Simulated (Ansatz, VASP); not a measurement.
# MoSeS: VASP beside Ansatz

Aim: how closely do two programs agree when they are given the same cell, functional and k mesh? Of the first pair: The cell is taken from a series of runs on this material, whose earlier steps may have relaxed, scaled, displaced or heated it; both programs get it as it stands.

Main program and level: Ansatz 0.2.0; plane waves, with VASP 6.6.1 beside it; single point at PBEsol.

### 1. The starting structure

The cell holds 3 atoms: 1 Mo, 1 S and 1 Se. Cell: a = 3.300 Å, b = 3.300 Å, c = 20.000 Å, α = 90.0°, β = 90.0°, γ = 120.0°. Vacuum lies along c.

### 2. VASP: single point, PBEsol, pair 1

With cell and atoms fixed, the geometry can't cause a difference; cores, projectors, grids and the points listed under the comparison can.

Lines of VASP's logs that name or quote its potential files are left out, and so is its time.

INCAR

```
SYSTEM = MoSeS
PREC = Accurate
ENCUT = 400
EDIFF = 1E-06
NELM = 120
ISMEAR = 0
SIGMA = 0.1
LREAL = .FALSE.
ALGO = Normal
GGA = PS
NBANDS = 19
LASPH = .TRUE.
LORBIT = 11
LWAVE = .FALSE.
LCHARG = .FALSE.
ISIF = 2
LDIPOL = .TRUE.
IDIPOL = 3
DIPOL = 0.5 0.5 0.498
LVHAR = .TRUE.
GGA_COMPAT = .FALSE.
EFERMI = MIDGAP
NELMDL = -8
KPAR = 2
```

POSCAR

```
MoSeS
1.0
    3.3000000000      0.0000000000      0.0000000000
   -1.6500000000      2.8578800000      0.0000000000
    0.0000000000      0.0000000000     20.0000000000
Mo S Se
1 1 1
Direct
    0.3333330000      0.6666670000      0.5000000000
    0.6666663333      0.3333336667      0.5800000000
    0.6666663333      0.3333336667      0.4150000000
```

KPOINTS

```
Automatic mesh
0
Gamma
6 6 1
0 0 0
```

PAW data sets: Mo_sv, S and Se (PBE family, release 64).

The run is started by

```console
> mpirun -np 2 vasp_std
```

Numbers of over 12 decimals in the logs are rounded to 6 here.

Log:

```text
[banner, memory and clock lines left out]
running    2 mpi-ranks, on    1 nodes
 distrk:  each k-point on    1 cores,    2 groups
 distr:  one band on    1 cores,    1 groups

 POSCAR found type information on POSCAR MoS Se
 POSCAR found :  3 types and       3 ions
|                                                                             |
|               ----> ADVICE to this user running VASP <----                  |
|                                                                             |
|     You enforced a specific xc type in the INCAR file but a different       |
|     [... a line on the potential file left out ...]
|     I HOPE YOU KNOW WHAT YOU ARE DOING!                                     |
|                                                                             |

 LDA part: xc-table for (Slater+PW92), standard interpolation
 POSCAR, INCAR and KPOINTS ok, starting setup
 FFT: planning ... GRIDC
 FFT: planning ... GRID_SOFT
 FFT: planning ... GRID
 WAVECAR not read
 entering main loop
       N       E                     dE             d eps       ncg     rms          rms(c)
DAV:   1     0.122538173495E+03    0.12254E+03   -0.12345E+04   370   0.883E+02
DAV:   2    -0.138199655303E+02   -0.13636E+03   -0.13462E+03   341   0.204E+02
DAV:   3    -0.236374651937E+02   -0.98175E+01   -0.97601E+01   369   0.492E+01
DAV:   4    -0.237603580566E+02   -0.12289E+00   -0.12259E+00   333   0.602E+00
DAV:   5    -0.237627421776E+02   -0.23841E-02   -0.23838E-02   347   0.819E-01
DAV:   6    -0.237628295250E+02   -0.87347E-04   -0.87346E-04   333   0.142E-01
DAV:   7    -0.237628336075E+02   -0.40825E-05   -0.40825E-05   353   0.283E-02
DAV:   8    -0.237628338459E+02   -0.23843E-06   -0.23833E-06   344   0.626E-03    0.186E+01
DAV:   9    -0.228573155511E+02    0.90552E+00   -0.12518E+01   292   0.205E+01    0.682E+00
DAV:  10    -0.225669848892E+02    0.29033E+00   -0.75161E+00   298   0.146E+01    0.505E+00
DAV:  11    -0.223106457501E+02    0.25634E+00   -0.12798E+00   286   0.650E+00    0.117E+00
DAV:  12    -0.223085974200E+02    0.20483E-02   -0.57995E-02   326   0.144E+00    0.704E-01
DAV:  13    -0.223047862598E+02    0.38112E-02   -0.19413E-02   315   0.878E-01    0.187E-01
DAV:  14    -0.223044208278E+02    0.36543E-03   -0.23597E-03   320   0.295E-01    0.782E-02
[...]
DAV:  19    -0.223048192223E+02   -0.13435E-03   -0.83799E-06   330   0.120E-02    0.395E-03
DAV:  20    -0.223048535776E+02   -0.34355E-04   -0.34071E-06   317   0.713E-03    0.252E-03
DAV:  21    -0.223048746733E+02   -0.21096E-04   -0.10005E-06   275   0.363E-03    0.976E-04
DAV:  22    -0.223048792290E+02   -0.45557E-05   -0.12046E-06   282   0.260E-03    0.770E-04
DAV:  23    -0.223048898918E+02   -0.10663E-04   -0.34164E-07   243   0.229E-03    0.652E-04
DAV:  24    -0.223048953190E+02   -0.54272E-05   -0.14005E-07   243   0.133E-03    0.449E-04
DAV:  25    -0.223048999484E+02   -0.46294E-05   -0.15948E-07   248   0.104E-03    0.127E-04
DAV:  26    -0.223049008105E+02   -0.86209E-06   -0.12441E-08   187   0.454E-04
   1 F= -.22304901E+02 E0= -.22304901E+02  d E =-.880129E-26
```

OUTCAR, selected parts (step 2):

```text
ion  position               nearest neighbor table
   1  0.333  0.667  0.500-   2 2.49   2 2.49   2 2.49   3 2.55   3 2.55   3 2.55
   2  0.667  0.333  0.580-   1 2.49   1 2.49   1 2.49
   3  0.667  0.333  0.415-   1 2.55   1 2.55   1 2.55

  LATTYP: Found a hexagonal cell.
 ALAT       =     3.3000000000
 C/A-ratio  =     6.0606060606

 Subroutine GETGRP returns: Found  6 space group operations
 (whereof  6 operations were pure point group operations)

The static configuration has the point symmetry C_3v.

 Found      7 irreducible k-points:

   k-points           NKPTS =      7   k-points in BZ     NKDIM =      7   number of bands    NBANDS=     19

   dimension x,y,z NGX =    24 NGY =   24 NGZ =  140
   dimension x,y,z NGXF=    48 NGYF=   48 NGZF=  280

   ENCUT  =  400.0 eV  29.40 Ry    5.42 a.u.   5.38  5.38 32.61*2*pi/ulx,y,z

   NELECT =      26.0000    total number of electrons

 k-points in reciprocal lattice and weights: Automatic mesh
   0.00000000  0.00000000  0.00000000       0.028
   0.16666667 -0.00000000  0.00000000       0.167
   0.33333333 -0.00000000  0.00000000       0.167
   0.50000000 -0.00000000  0.00000000       0.083
   0.16666667  0.16666667  0.00000000       0.167
   0.33333333  0.16666667  0.00000000       0.333
   0.33333333  0.33333333  0.00000000       0.056

 dipolmoment           0.000000      0.000000      0.034202 electrons x Angstroem

 average (electrostatic) potential at core
       1 -83.4733       2 -93.2286       3 -59.9223

 E-fermi :  -1.2900

 k-point     1 :       0.0000    0.0000    0.0000
  band No.  band energies     occupation
    ...
      9      -4.2658      2.00000
     10      -3.8292      2.00000
     11      -3.2255      2.00000
     12      -3.2255      2.00000
     13      -2.1428      2.00000
     14       0.4952      0.00000
     15       0.4952      0.00000
     16       0.9431      0.00000
     17       0.9431      0.00000
     18       2.7896      0.00000
    ...

 k-point     2 :       0.1667   -0.0000    0.0000
  band No.  band energies     occupation
    ...
      9      -4.6407      2.00000
     10      -4.0183      2.00000
     11      -3.6279      2.00000
     12      -3.1142      2.00000
     13      -2.3772      2.00000
     14       0.0005      0.00000
     15       0.2628      0.00000
     16       0.3815      0.00000
     17       1.1306      0.00000
     18       3.4189      0.00000
    ...

 k-point     3 :       0.3333   -0.0000    0.0000
  band No.  band energies     occupation
    ...
      9      -5.7453      2.00000
     10      -4.5297      2.00000
     11      -3.6756      2.00000
     12      -3.1405      2.00000
     13      -2.9375      2.00000
     14      -0.0652      0.00000
     15      -0.0503      0.00000
     16       0.9588      0.00000
     17       1.6800      0.00000
     18       4.6205      0.00000
    ...

  Total       -3.7240495     -3.7240395     -3.8045255      0.0000000      0.0000000      0.0000000
  in kB      -31.6328343    -31.6327495    -32.3164138      0.0000000      0.0000000      0.0000000
  external PRESSURE =     -31.8606659 kB  Pullay stress =       0.0000000 kB

  energy-cutoff  :      400.00
  volume of cell :      188.62
      direct lattice vectors                 reciprocal lattice vectors
     3.300000000  0.000000000  0.000000000     0.303030303  0.174954862  0.000000000
    -1.650000000  2.857880000  0.000000000     0.000000000  0.349909723  0.000000000
     0.000000000  0.000000000 20.000000000     0.000000000  0.000000000  0.050000000

 POSITION                                       TOTAL-FORCE (eV/Angst)
 -----------------------------------------------------------------------------------
     -0.00000      1.90525     10.00000        -0.000000      0.000000      0.921534
      1.65000      0.95263     11.60000         0.000000     -0.000000     -1.593923
      1.65000      0.95263      8.30000         0.000000     -0.000000      0.672388
 -----------------------------------------------------------------------------------
    total drift:                                0.004455     -0.002612     -0.000074

  FREE ENERGIE OF THE ION-ELECTRON SYSTEM (eV)
  ---------------------------------------------------
  free  energy   TOTEN  =       -22.3049008105 eV

  energy  without entropy=      -22.3049008105  energy(sigma->0) =      -22.30490081

 vacuum level on the upper side and lower side of the slab         3.964         3.308

 total charge
# of ion       s       p       d       tot
------------------------------------------
    1        2.267   6.176   3.853  12.297
    2        1.356   2.272   0.000   3.628
    3        1.479   2.307   0.059   3.845
--------------------------------------------------
tot          5.102  10.755   3.912  19.770

[... 3 further parts left out ...]
```

This run has no spin polarisation, so a moment on Mo, if there is one, isn't seen.

### 3. Ansatz: single point, PBEsol, pair 1

Ansatz runs on its PAW soft_1 files.

The same cell, functional, mesh and smearing now go to Ansatz, which takes its cutoff from its data sets.

input.yaml

```yaml
crystal:
  lattice:
    - [3.3, 0.0, 0.0]
    - [-1.65, 2.85788, 0.0]
    - [0.0, 0.0, 20.0]
  atoms:
    - { symbol: Mo, position: [0.333333, 0.666667, 0.5] }
    - { symbol: S, position: [0.666667, 0.333333, 0.58] }
    - { symbol: Se, position: [0.666667, 0.333333, 0.415] }
  periodic: [true, true, false]
kpoints:
  mp_grid: { grid: [6, 6, 1] }
hamiltonian:
  xc: pbesol
  pseudopotentials: { kind: paw, azcp: { folder: soft_1 }, xc_functional: pbe }
scf:
  occupations: { method: gaussian, width: 0.1 }
output:
  forces: true
  stress: true
  eigenvalues: true
```

The run is started by

```console
> ansatz run input.yaml --threads 4 --pin off --max-ram 16384MiB --backend cpu --events-out ev --progress --plain --runs-dir out
```

Log:

```text
Warning: crystal.periodic: the lattice vector that does not repeat stood 0.000° off the slab's normal, 20.000 Å along it as the deck builds it. The run solves the slab on a vector along the normal, 30.400 Å long, with every atom where it was (on the deck's vector they left 16.70 Å outside them, and the widest stretch free of ions among them is 1.70 Å). A fractional position that the run reports is one of the run's ce [...]
Warning: the atoms were moved onto the symmetric positions of the space group found under crystal.symmetry.tolerance 1.0e-5 (fractional; no operation is sought that the atoms, as they stand in a round, miss by more than twice it, and no atom is moved by as much as it), and the run uses the moved positions. Before a round's move an operation carried an atom to 4.40e-6 Å from where it should land, the largest such dist [...]
crystal.periodic: the lattice vector that does not repeat stood 0.000° off the slab's normal, 20.000 Å along it as the deck builds it. The run solves the slab on a vector along the normal, 30.400 Å long, with every atom where it was (on the deck's vector they left 16.70 Å outside them, and the widest stretch free of ions among them is 1.70 Å). A fractional position that the run reports is one of the run's cell, which [...]
Engine: ansatz 0.2.0, aarch64-unknown-linux-gnu
Pseudopotentials: kind: paw
Pseudopotential: Mo, paw, valence charge 14, recommended cutoff 420 eV (normal), soft_1/Mo.paw.azcp
Pseudopotential: S, paw, valence charge 6, recommended cutoff 420 eV (normal), soft_1/S.paw.azcp
Pseudopotential: Se, paw, valence charge 16, recommended cutoff 420 eV (normal), soft_1/Se.paw.azcp
Functional definition: PBEsol
  exchange = pbesol_x
  correlation = pbesol_c
Crystal: 3 atoms, lattice volume = 286.703 Å³
Basis set: ecut = 420 eV, 5705 PW (Γ), exchange–correlation on 48×48×432 points (8 copies of the dense FFT grid, shifted against one another)
Bands: 22, of which v1, the nominal top of the filled ones, is band 18 counted from 1 (17 counted from 0)
Symmetry: 6 space group operations
Space group: P3m1 (ITA 156), of the structure as read, at distance tolerance 6.6e-5 Å
k-points: 7 of 36 (time reversal used)
Non-local potential: Mo, projectors of the file, l = 0: 3, l = 1: 2, l = 2: 2, l = 3: 1
Non-local potential: S, projectors of the file, l = 0: 2, l = 1: 2, l = 2: 1
Non-local potential: Se, projectors of the file, l = 0: 2, l = 1: 2, l = 2: 3, l = 3: 1
PAW form: soft (Blöchl's): semilocal exchange-correlation on the pseudo side does not see the compensation charge
PAW frozen core: Mo, regenerated for the run's functional, and the local potential with it (the file was generated under x = pbe(κ = 0.804, μ = 0.219515), c = pbe(β = 0.066725))
PAW frozen core: S, regenerated for the run's functional, and the local potential with it (the file was generated under x = pbe(κ = 0.804, μ = 0.219515), c = pbe(β = 0.066725))
PAW frozen core: Se, regenerated for the run's functional, and the local potential with it (the file was generated under x = pbe(κ = 0.804, μ = 0.219515), c = pbe(β = 0.066725))
PAW one-centre angular grid: Mo, 590 points (default); XC on 64 Gauss nodes
PAW one-centre angular grid: S, 110 points (default); XC on 64 Gauss nodes
PAW one-centre angular grid: Se, 590 points (default); XC on 64 Gauss nodes
Initial density: superposition of atomic densities (neutral atoms: chi_scale 0, normalization atom)
Initial wavefunctions: pseudopotential atomic-orbital guess
Functional: x = pbesol(κ = 0.804, μ = 0.123457), c = pbesol(β = 0.046)
SCF iter   1: F=—  HF=-11210.346802 eV  |F-HF|=—  |Δ(HF+E_count)|=         —  Δρ=3.73e-2  dr2=6.61e0  ethr=3.10e-3  ⟨swp⟩=15.1  Hψ=1323  notcnv=0
preconditioner: auto → Resta (q_TF=auto, 1.931 Å⁻¹)  ε∞=2.2  [insulator: Δε(μ)=1.574 eV  Ē_g=8.342 eV  σ=0.100 eV  W_gap=1.00  n_scr=18 (ndim 8)  ℏωp=9.3 eV  f_vac=0.761  D(μ)=0.00/eV (n_scr^D=0)  ε∞_Penn≈2.2  vacuum switching on, ρ_ref=5.0e-3 e/Å³]
SCF iter   2: F=—  HF=-11210.153998 eV  |F-HF|=—  |Δ(HF+E_count)|=   1.93e-1  Δρ=3.40e-2  dr2=1.07e1  ethr=3.10e-3  ⟨swp⟩=4.6  Hψ=504  notcnv=0
SCF iter   3: F=—  HF=-11208.995154 eV  |F-HF|=—  |Δ(HF+E_count)|=    1.16e0  Δρ=1.13e-2  dr2=4.18e-1  ethr=3.10e-3  ⟨swp⟩=4.4  Hψ=406  notcnv=0
SCF iter   4: F=—  HF=-11208.914194 eV  |F-HF|=—  |Δ(HF+E_count)|=   8.10e-2  Δρ=3.09e-3  dr2=1.37e-1  ethr=1.16e-3  ⟨swp⟩=3.4  Hψ=328  notcnv=0
SCF iter   5: F=—  HF=-11208.909466 eV  |F-HF|=—  |Δ(HF+E_count)|=   4.73e-3  Δρ=2.20e-3  dr2=5.80e-2  ethr=3.81e-4  ⟨swp⟩=2.4  Hψ=251  notcnv=0
SCF iter   6: F=—  HF=-11208.904536 eV  |F-HF|=—  |Δ(HF+E_count)|=   4.93e-3  Δρ=8.43e-4  dr2=7.40e-3  ethr=1.61e-4  ⟨swp⟩=1.6  Hψ=168  notcnv=0
SCF iter   7: F=—  HF=-11208.904577 eV  |F-HF|=—  |Δ(HF+E_count)|=   4.12e-5  Δρ=2.16e-4  dr2=2.17e-4  ethr=2.06e-5  ⟨swp⟩=3.0  Hψ=273  notcnv=0
SCF iter   8: F=—  HF=-11208.904608 eV  |F-HF|=—  |Δ(HF+E_count)|=   3.06e-5  Δρ=6.00e-5  dr2=2.85e-5  ethr=6.02e-7  ⟨swp⟩=3.3  Hψ=335  notcnv=0
SCF iter   9: F=—  HF=-11208.904603 eV  |F-HF|=—  |Δ(HF+E_count)|=   4.92e-6  Δρ=5.17e-5  dr2=2.35e-5  ethr=7.92e-8  ⟨swp⟩=2.7  Hψ=230  notcnv=0
SCF iter  10: F=—  HF=-11208.904601 eV  |F-HF|=—  |Δ(HF+E_count)|=   2.16e-6  Δρ=2.46e-5  dr2=4.88e-6  ethr=6.53e-8  ⟨swp⟩=2.0  Hψ=186  notcnv=0
SCF iter  11: F=-11208.904600 eV  HF=-11208.904600 eV  |F-HF|=7.34e-8  |Δ(HF+E_count)|=   3.71e-7  Δρ=4.71e-6  dr2=8.57e-8  ethr=2.78e-10  ⟨swp⟩=10.3  Hψ=1134  notcnv=0
SCF 1 converged in 11 iterations: F = -11208.904600 eV  dr2 = 8.57e-8
  greatest PAW one-centre occupation: 1.000 electrons in one spin orbital (limit 2), on the Se atom at site 2 (counted from 0), in its partial waves of l = 2
SCF converged after 11 iterations
Free energy (F): -11208.904600 eV
Harris-Foulkes:  -11208.904600 eV  (|F-HF|=7.34e-8)
Internal energy: -11208.904600 eV  (E = F + TS)
E sigma→0 (E₀):  -11208.904600 eV
Fermi energy:    -4.936976 eV
--- Per-component energies (eV) ---
  E_band       = -1096.490036
  E_kinetic    = 633.293841
  E_local      = -79549.029666  (includes V_loc(G=0)·N_el)
  E_nonlocal   = -168.036185
  E_hartree    = 39368.020196
  E_xc         = -345.832990
  E_vxc        = -389.524062  (∫ρ·V_xc dr)
  E_paw        = -5832.506798  (= ΣΔE_a)
  E_vpaw       = -359.247701  (= ΣTr[D̂ρ^β])
  E_aug_tail   = -0.000328  (compensation charges beyond the density's cutoff)
  E_ewald      = 34683.907629
  E_core_change = 1.279701  (= ΣΔE_core)
  E_smearing   = -0.000000  (= −TS)
  E_closure    = 0.000000  (closes the sum)
  Σ components = -11208.904600   (vs F -11208.904600, Δ=0.00e0)
--- Forces (eV/Å), atoms counted from 1 ---
  atom   1  Mo     0.00000000     0.00000000     0.88867212
  atom   2  S     -0.00000000    -0.00000000    -1.60294437
  atom   3  Se     0.00000000    -0.00000000     0.71430270
  max |Σ_I F_I| component: 3.05e-5 eV/Å
--- 2D stress c σ (N/m, compression-positive) ---
       -6.259034       0.000000       0.000000
       -0.000000      -6.259034      -0.000000
        0.000000       0.000000       0.000000
  P = ½ c Tr σ = -6.2590 N/m
--- Band table (eV; the first three rows and the last of 7) ---
  k-point 0: bands = [... 14 lower, -7.4747, -6.8708, -6.8708, -5.7858, -3.1499, -3.1499, -2.7128, -2.7128]
  k-point 1: bands = [... 14 lower, -7.6635, -7.2725, -6.7611, -6.0193, -3.6497, -3.3881, -3.2665, -2.5226]
  k-point 2: bands = [... 14 lower, -8.1740, -7.3193, -6.7860, -6.5804, -3.7139, -3.6994, -2.6950, -1.9731]
  k-point 6: bands = [... 14 lower, -9.0311, -8.4838, -7.7648, -5.6772, -4.1968, -3.0213, -2.6217, -1.4359]
```

### 4. Differences

Known differences besides the potentials themselves: Ansatz cuts the interaction across the vacuum, VASP repeats the sheet with a dipole correction; the data sets hold 36 valence electrons in Ansatz (on its PAW soft_1 files) and 26 in VASP; the cutoff is 420 eV in Ansatz and 400 eV in VASP; Ansatz makes its cores anew for this functional, VASP keeps those of its PBE data sets. Total energies have different zeros and are not compared.

Compared:

| quantity | Ansatz | VASP | difference |
| --- | --- | --- | --- |
| gap on the k mesh (eV) | 1.480 | 1.482 | -0.002 |

Forces (eV/Å; atoms numbered as in POSCAR):

| atom | Ansatz x, y, z | VASP x, y, z |
| --- | --- | --- |
| Mo1 | 0.000, 0.000, 0.889 | 0.000, 0.000, 0.922 |
| S2 | 0.000, 0.000, -1.603 | 0.000, 0.000, -1.594 |
| Se3 | 0.000, 0.000, 0.714 | 0.000, 0.000, 0.672 |

The forces differ by 18 meV/Å r.m.s., which is 2.8 % of the r.m.s. force of 0.653 eV/Å (both taken over all components). A gap on the mesh is an upper bound, since the band edges may lie between its points. With vacuum in the cell, a pressure given here is an average over mostly empty space and none of the material.

### 5. Ansatz: relaxation, PBEsol

The two programs are compared at the cell with which this relaxation starts, whose forces are those of its first step.

The structure compared here is the start of the Ansatz relaxation; VASP solves that cell, so the two are compared at the walk's first step.

input.yaml, the sections that differ from step 3:

```yaml
crystal:
  lattice:
    - [3.23513927, 0.0, 0.0]
    - [-1.617569635, 2.8017127926, 0.0]
    - [0.0, 0.0, 30.4]
  atoms:
    - { symbol: Mo, position: [0.3333333333, 0.6666666667, 0.3297455859] }
    - { symbol: S, position: [0.6666666667, 0.3333333333, 0.379893902] }
    - { symbol: Se, position: [0.6666666667, 0.3333333333, 0.2739131437] }
  periodic: [true, true, false]
kpoints:
  mp_grid: { grid: [12, 12, 1] }
scf:
  occupations: { method: fixed }
relax:
  adjacent_minimum: "off"
  f_tol: 0.001
  max_steps: 60
# hamiltonian, output: as in step 3
```

Log:

```text
[...]
--- Relaxed structure (5 steps of the walk, 5 accepted, 0 SCFs on fresh bases) ---
  F+E_penalty+E_count = -11209.07636882 eV   max|allowed force component| = 1.545e-5 eV/Å
  cell:  # Å, volume = 275.5435 Å³
    - [3.235139, 0.0, 0.0]
    - [-1.617570, 2.801713, 0.0]
    - [0.0, 0.0, 30.4]
  atoms:
    - { symbol: Mo, position: [0.333333, 0.666667, 0.329737] }
    - { symbol: S, position: [0.666667, 0.333333, 0.379526] }
    - { symbol: Se, position: [0.666667, 0.333333, 0.274290] }
[key lines of the parts left out:]
SCF converged after 5 iterations
Free energy (F): -11209.076369 eV
Fermi energy:    -5.678870 eV
P = ½ c Tr σ = -1.5255 N/m
```

(Part 1 of 2 ends here.)

[Lines on the potential files, build, host, timing and source positions are cut from VASP's logs without a mark.]

[Logs are printed without paths, hosts, clocks, repeated set-up lines and the standing remarks that a program may print on its own settings, such as how far it seeks lower states.]

[Hosts, paths, dates, database ids (printed as entryN), source tags and the programs' standing remarks are cut or masked in the printed files.]
